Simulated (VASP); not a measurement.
Output of a VASP run:

### OSZICAR
```
...
DAV:   2    -0.617916297587E+01    0.46529E+01   -0.12001E+01  2591   0.347E+01    0.373E+00
DAV:   3    -0.574849738203E+01    0.43067E+00   -0.17343E+00  2646   0.129E+01    0.228E+00
DAV:   4    -0.574085784177E+01    0.76395E-02   -0.58668E-02  2681   0.172E+00    0.163E+00
DAV:   5    -0.573516904130E+01    0.56888E-02   -0.19108E-02  2785   0.871E-01    0.328E-01
DAV:   6    -0.573543122810E+01   -0.26219E-03   -0.14124E-03  2949   0.270E-01    0.418E-02
DAV:   7    -0.573545017383E+01   -0.18946E-04   -0.13025E-05  2942   0.353E-02    0.632E-03
DAV:   8    -0.573545080072E+01   -0.62690E-06   -0.10086E-06  1828   0.858E-03
   2 F= -.42258825E+01 E0= -.42258157E+01  d E =-.695225E-01
       N       E                     dE             d eps       ncg     rms          rms(c)
DAV:   1    -0.615222082768E+01   -0.41677E+00   -0.64881E+00  2612   0.249E+01    0.336E+00
DAV:   2    -0.584601000234E+01    0.30621E+00   -0.62393E-01  2599   0.705E+00    0.118E+00
DAV:   3    -0.580329967620E+01    0.42710E-01   -0.14158E-01  2613   0.349E+00    0.936E-01
DAV:   4    -0.580173968111E+01    0.15600E-02   -0.60521E-03  2678   0.510E-01    0.907E-02
DAV:   5    -0.580144768580E+01    0.29200E-03   -0.19163E-03  2766   0.411E-01    0.318E-02
DAV:   6    -0.580142718073E+01    0.20505E-04   -0.46409E-05  2735   0.553E-02    0.117E-02
DAV:   7    -0.580142715790E+01    0.22833E-07   -0.12082E-06  1624   0.109E-02
   3 F= -.42390459E+01 E0= -.42390233E+01  d E =-.826859E-01
       N       E                     dE             d eps       ncg     rms          rms(c)
DAV:   1    -0.581172913573E+01   -0.10302E-01   -0.44004E-01  2690   0.522E+00    0.456E-01
DAV:   2    -0.580453649036E+01    0.71926E-02   -0.56322E-03  2678   0.773E-01    0.261E-01
DAV:   3    -0.580122390459E+01    0.33126E-02   -0.58898E-03  2743   0.756E-01    0.575E-02
DAV:   4    -0.580123530168E+01   -0.11397E-04   -0.40676E-04  2690   0.173E-01    0.149E-02
DAV:   5    -0.580123387266E+01    0.14290E-05   -0.94393E-06  2931   0.309E-02    0.708E-03
DAV:   6    -0.580123371754E+01    0.15512E-06   -0.88333E-07  1471   0.822E-03
   4 F= -.42408045E+01 E0= -.42407233E+01  d E =-.175865E-02
       N       E                     dE             d eps       ncg     rms          rms(c)
DAV:   1    -0.583490253902E+01   -0.33669E-01   -0.15002E+00  2679   0.964E+00    0.841E-01
DAV:   2    -0.581015405155E+01    0.24748E-01   -0.19996E-02  2697   0.142E+00    0.484E-01
DAV:   3    -0.579850866682E+01    0.11645E-01   -0.20909E-02  2731   0.140E+00    0.103E-01
DAV:   4    -0.579854740476E+01   -0.38738E-04   -0.14196E-03  2698   0.320E-01    0.281E-02
DAV:   5    -0.579854463989E+01    0.27649E-05   -0.32860E-05  2939   0.571E-02    0.128E-02
DAV:   6    -0.579854372901E+01    0.91088E-06   -0.39687E-06  2620   0.184E-02
   5 F= -.42419153E+01 E0= -.42418295E+01  d E =-.286942E-02
       N       E                     dE             d eps       ncg     rms          rms(c)
DAV:   1    -0.580071697359E+01   -0.21723E-02   -0.57017E-02  2709   0.188E+00    0.164E-01
DAV:   2    -0.579977856139E+01    0.93841E-03   -0.75225E-04  2662   0.284E-01    0.946E-02
DAV:   3    -0.579933891094E+01    0.43965E-03   -0.79788E-04  2734   0.278E-01    0.222E-02
DAV:   4    -0.579934010659E+01   -0.11956E-05   -0.57681E-05  2722   0.656E-02    0.550E-03
DAV:   5    -0.579933983969E+01    0.26690E-06   -0.19056E-06  2140   0.140E-02
   6 F= -.42419503E+01 E0= -.42418672E+01  d E =-.290441E-02
```

File OUTCAR:
```
------------------------ aborting loop because EDIFF is reached ----------------------------------------
  FORCE on cell =-STRESS in cart. coord.  units (eV):
  Direction    XX          YY          ZZ          XY          YZ          ZX
  --------------------------------------------------------------------------------------
  Total        1.5655969      1.5655970      1.5961937      0.0000000      0.0000000      0.0000000
  in kB       50.2634965     50.2635005     51.2458082      0.0000000      0.0000000      0.0000000
  external PRESSURE =       0.5909351 kB  Pullay stress =      50.0000000 kB
  volume of cell :       49.90
      direct lattice vectors                 reciprocal lattice vectors
     1.662872093 -2.880179066  0.000000000     0.300684582 -0.173600317 -0.000000000
     1.662872093  2.880179066  0.000000000     0.300684582  0.173600317 -0.000000000
     0.000000000  0.000000000  5.209901445    -0.000000000 -0.000000000  0.191942211
 POSITION                                       TOTAL-FORCE (eV/Angst)
 -----------------------------------------------------------------------------------
      1.66287      0.96006      1.30248        -0.000000     -0.000000     -0.000000
      1.66287     -0.96006      3.90743         0.000000      0.000000      0.000000
 -----------------------------------------------------------------------------------
    total drift:                                0.000006      0.000424      0.000010
  FREE ENERGIE OF THE ION-ELECTRON SYSTEM (eV)
  ---------------------------------------------------
  free  energy   TOTEN  =        -5.7993398397 eV

  energy  without entropy=       -5.7990907054  energy(sigma->0) =       -5.79925679
  enthalpy is  TOTEN    =        -4.2419502770 eV   P V=        1.5573895627

 reached required accuracy - stopping structural energy minimisation
```
(Selected blocks of OUTCAR.)

### POSCAR
```
Tl
1
    1.7289588365    -2.9946446514     0.0000000000
    1.7289588365     2.9946446514     0.0000000000
    0.0000000000     0.0000000000     5.3007040873
Tl
2
Direct
  0.3333330000   0.6666670000   0.2500000000
  0.6666670000   0.3333330000   0.7500000000
```

**Question.** Write an INCAR and KPOINTS that could have produced this output.

**Answer.** This is not unique; one that fits is the input of the run itself, LDA (Ceperley-Alder, Perdew-Zunger), plane waves, VASP's LDA PAW potentials (set 64).

**KPOINTS**
```
Automatic mesh
0
Gamma
12 12 7
0 0 0
```

### INCAR
```
SYSTEM = Tl
PREC = Accurate; ENCUT = 500; LREAL = .False.
LASPH = .True.
EDIFF = 1E-6; NELM = 100; ALGO = Normal
LMAXMIX = 4
ISMEAR = 1; SIGMA = 0.1
IBRION = 2; NSW = 40; ISIF = 3
EDIFFG = -0.02; PSTRESS = 50
LWAVE = .False.; LCHARG = .False.
```

POTCAR, in this order: Tl_d (LDA.64 set). Program: vasp_std.

Energy and stress use the plane-wave basis of the starting cell.

The compound is Tl in the hcp structure. This run relaxes it under an external pressure of 5 GPa. Symmetry was kept, so distortions that lower it aren't found.
